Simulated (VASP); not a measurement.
Level of theory: LDA (Ceperley-Alder, Perdew-Zunger), VASP's LDA PAW potentials (set 64) (plane waves; VASP 6.6.1).

VASP ran on this input.

File KPOINTS:
```
Automatic
0
gamma
 10 10 6
```

### POSCAR
```
Ta2N
1
    3.0729355202     0.0000000000    -0.0000000000
   -1.5364677601     2.6612403800     0.0000000000
    0.0000000000    -0.0000000000     4.7750814272
Ta N
2 1
Direct
  0.6666670000   0.3333330000   0.7476818289
  0.3333330000   0.6666670000   0.2523181711
  0.0000000000   0.0000000000   0.0000000000
```

**INCAR**
```
ISIF = 3   # ions, shape and volume
NSW = 60
ISMEAR = 1   # Methfessel-Paxton
SYSTEM = Ta2N
LREAL = .FALSE.   # projection in real space or not
LWAVE = .FALSE.
EDIFFG = -0.02   # ionic stop
IBRION = 2
PREC = Accurate
LMAXMIX = 6   # l cut-off of mixed one-centre charges
LCHARG = .FALSE.
EDIFF = 1E-6   # SCF stop (eV)
NELM = 100   # most electronic steps
LASPH = .TRUE.   # aspherical one-centre terms
ENCUT = 520
SIGMA = 0.1   # width (eV)
ALGO = Normal   # blocked Davidson
```

POTCAR, in this order: Ta_pv N (LDA.64 set). Program: vasp_std.

The run wrote:

### OSZICAR
```
       N       E                     dE             d eps       ncg     rms          rms(c)
DAV:   1     0.204442426534E+03    0.20444E+03   -0.15532E+04  2448   0.164E+03
DAV:   2    -0.331627764041E+02   -0.23761E+03   -0.23488E+03  2930   0.432E+02
DAV:   3    -0.408486043476E+02   -0.76858E+01   -0.75833E+01  3332   0.690E+01
DAV:   4    -0.409388949476E+02   -0.90291E-01   -0.89222E-01  3119   0.646E+00
DAV:   5    -0.409398452321E+02   -0.95028E-03   -0.94482E-03  3365   0.540E-01    0.292E+01
DAV:   6    -0.380511992866E+02    0.28886E+01   -0.21631E+01  2647   0.295E+01    0.140E+01
DAV:   7    -0.377166502338E+02    0.33455E+00   -0.24074E+00  2663   0.963E+00    0.719E+00
DAV:   8    -0.376535099498E+02    0.63140E-01   -0.24060E-01  3187   0.430E+00    0.488E-01
DAV:   9    -0.376497132236E+02    0.37967E-02   -0.36351E-02  3051   0.122E+00    0.222E-01
DAV:  10    -0.376492047013E+02    0.50852E-03   -0.85505E-03  2998   0.679E-01    0.102E-01
DAV:  11    -0.376489841015E+02    0.22060E-03   -0.18233E-03  2763   0.238E-01    0.240E-02
DAV:  12    -0.376489829069E+02    0.11946E-05   -0.70774E-05  3205   0.631E-02    0.444E-03
DAV:  13    -0.376489830975E+02   -0.19061E-06   -0.24133E-06  2958   0.114E-02
   1 F= -.37648983E+02 E0= -.37648843E+02  d E =-.376490E+02
       N       E                     dE             d eps       ncg     rms          rms(c)
DAV:   1    -0.376514018295E+02   -0.24189E-02   -0.10471E-01  2467   0.395E+00    0.517E-01
DAV:   2    -0.376492739751E+02    0.21279E-02   -0.45122E-03  2487   0.669E-01    0.216E-01
DAV:   3    -0.376486715185E+02    0.60246E-03   -0.23006E-03  2690   0.469E-01    0.567E-02
DAV:   4    -0.376486737791E+02   -0.22606E-05   -0.81816E-05  3438   0.702E-02    0.296E-02
DAV:   5    -0.376486745531E+02   -0.77399E-06   -0.44971E-06  2777   0.174E-02
   2 F= -.37648675E+02 E0= -.37648550E+02  d E =0.308544E-03
       N       E                     dE             d eps       ncg     rms          rms(c)
DAV:   1    -0.376504846568E+02   -0.18109E-02   -0.55606E-02  2460   0.286E+00    0.375E-01
DAV:   2    -0.376493738383E+02    0.11108E-02   -0.23934E-03  2473   0.487E-01    0.157E-01
DAV:   3    -0.376490574725E+02    0.31637E-03   -0.12059E-03  2656   0.340E-01    0.412E-02
DAV:   4    -0.376490582991E+02   -0.82661E-06   -0.42534E-05  3375   0.506E-02    0.220E-02
DAV:   5    -0.376490588595E+02   -0.56038E-06   -0.24936E-06  2656   0.129E-02
   3 F= -.37649059E+02 E0= -.37648923E+02  d E =-.757620E-04
```

**OUTCAR**
```
------------------------ aborting loop because EDIFF is reached ----------------------------------------
  FORCE on cell =-STRESS in cart. coord.  units (eV):
  Direction    XX          YY          ZZ          XY          YZ          ZX
  --------------------------------------------------------------------------------------
  Total       -0.0271499     -0.0271499     -0.0146086      0.0000000      0.0000000     -0.0000000
  in kB       -1.1125099     -1.1125100     -0.5986096      0.0000000      0.0000000     -0.0000000
  external PRESSURE =      -0.9412098 kB  Pullay stress =       0.0000000 kB
  volume of cell :       39.10
      direct lattice vectors                 reciprocal lattice vectors
     3.074098024  0.000000000 -0.000000000     0.325298670  0.187811264  0.000000000
    -1.537049012  2.662247138 -0.000000000     0.000000000  0.375622528  0.000000000
    -0.000000000  0.000000000  4.777593653     0.000000000  0.000000000  0.209310392
 POSITION                                       TOTAL-FORCE (eV/Angst)
 -----------------------------------------------------------------------------------
      1.53705      0.88741      3.57234        -0.000000      0.000000      0.019402
     -0.00000      1.77483      1.20525         0.000000     -0.000000     -0.019402
      0.00000      0.00000      0.00000         0.000000      0.000000      0.000000
 -----------------------------------------------------------------------------------
    total drift:                               -0.000000     -0.000000      0.000000
  FREE ENERGIE OF THE ION-ELECTRON SYSTEM (eV)
  ---------------------------------------------------
  free  energy   TOTEN  =       -37.6490588595 eV

  energy  without entropy=      -37.6486512947  energy(sigma->0) =      -37.64892300

 reached required accuracy - stopping structural energy minimisation
```
(Selected blocks of OUTCAR.)

File CONTCAR:
```
Ta2N
   1.00000000000000
     3.0740980238540456    0.0000000000000000   -0.0000000000000000
    -1.5370490119270228    2.6622471378726646   -0.0000000000000000
    -0.0000000000000000    0.0000000000000000    4.7775936534250016
  Ta              N
     2     1
Direct
     0.6666669999999968    0.3333330000000032    0.7477287771361580
     0.3333330000000032    0.6666669999999968    0.2522712228638419
     0.0000000000000000    0.0000000000000000    0.0000000000000000
```

OUTCAR:
```
 val. band max:        7.7127710881   @ k =   0.0000   0.3000   0.1667

 cond. band min:       7.7480958585   @ k =   0.4000   0.0000   0.5000


 Fermi energy:         7.7308430939

 k-point     1 :       0.0000    0.0000    0.0000
  band No.  band energies     occupation
      1     -27.7599      2.00000
      2     -26.9035      2.00000
      3     -26.9035      2.00000
      4     -26.7532      2.00000
      5     -26.7532      2.00000
      6     -26.6035      2.00000
      7      -9.6716      2.00000
      8      -0.9366      2.00000
      9       1.3596      2.00000
     10       1.3596      2.00000
     11       3.0180      2.00000
     12       7.0954      2.00000
     13       7.4465      2.00044
     14       7.4465      2.00044
     15       7.9498     -0.00827
     16       7.9498     -0.00826
     17       8.1422     -0.00000

 k-point     2 :       0.1000   -0.0000    0.0000
  band No.  band energies     occupation
      1     -27.7254      2.00000
      2     -26.9730      2.00000
      3     -26.9292      2.00000
      4     -26.8220      2.00000
      5     -26.7578      2.00000
      6     -26.6179      2.00000
      7      -9.5539      2.00000
      8      -0.6896      2.00000
      9       0.7397      2.00000
     10       1.3729      2.00000
     11       3.5770      2.00000
     12       6.2269      2.00000
     13       6.9922      2.00000
     14       7.6246      2.06086
     15       7.6864      1.67611
     16       7.7736      0.34436
     17       9.1265     -0.00000

 k-point     3 :       0.2000   -0.0000    0.0000
  band No.  band energies     occupation
      1     -27.6293      2.00000
      2     -27.1559      2.00000
      3     -26.9919      2.00000
      4     -26.9913      2.00000
      5     -26.7747      2.00000
      6     -26.6624      2.00000
      7      -9.2759      2.00000
      8      -0.2318      2.00000
      9       0.0731      2.00000
     10       1.3620      2.00000
     11       4.1085      2.00000
...
```

Unless said otherwise, spin-orbit coupling is left out, though it shifts the bands of the heavy elements here.

The structure comes from a computed database's Ta2N entry (P-3m1); how it stands against other phases isn't given here. This run relaxes it. Symmetry was kept, so distortions that lower it aren't found. The start is the result of an earlier pass. The electron count is odd and the run is not spin-polarised, which forces a metal.
